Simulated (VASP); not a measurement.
Given:

```
CELL_PARAMETERS angstrom
      4.40056     0.00000     0.00000
      0.00000     4.40056     0.00000
      0.00000     0.00000     2.95995
ATOMIC_POSITIONS crystal
  Mg 0.00000 0.00000 0.00000
  Mg 0.50000 0.50000 0.50000
  H  0.30390 0.30390 0.00000
  H  0.80390 0.19610 0.50000
  H  0.19610 0.80390 0.50000
  H  0.69610 0.69610 0.00000
```

Method: LDA (Ceperley-Alder, Perdew-Zunger), VASP's LDA PAW potentials (set 64) (plane waves; VASP). Numerical set-up: 400 eV cut-off, 6×6×8 Γ-centred mesh, tetrahedra with Blöchl corrections, potentials Mg H.

The cores are frozen, which limits the accuracy of field gradients.

**Question.** Give the principal components of the electric field gradient (V/Å²) and the asymmetry η at each nucleus.

**Answer.** 
```
atom   Vxx   Vyy   Vzz     η
----  ----  ----  ----  ----
Mg1   -5.5  -1.2   6.8  0.64
Mg2   -5.5  -1.2   6.8  0.64
H3     4.7   1.1  -5.8  0.63
H4     4.7   1.1  -5.8  0.63
H5     4.7   1.1  -5.8  0.63
H6     4.7   1.1  -5.8  0.63
```

The compound is MgH2 in the rutile structure. It was relaxed first, which changed the volume by -7 %.
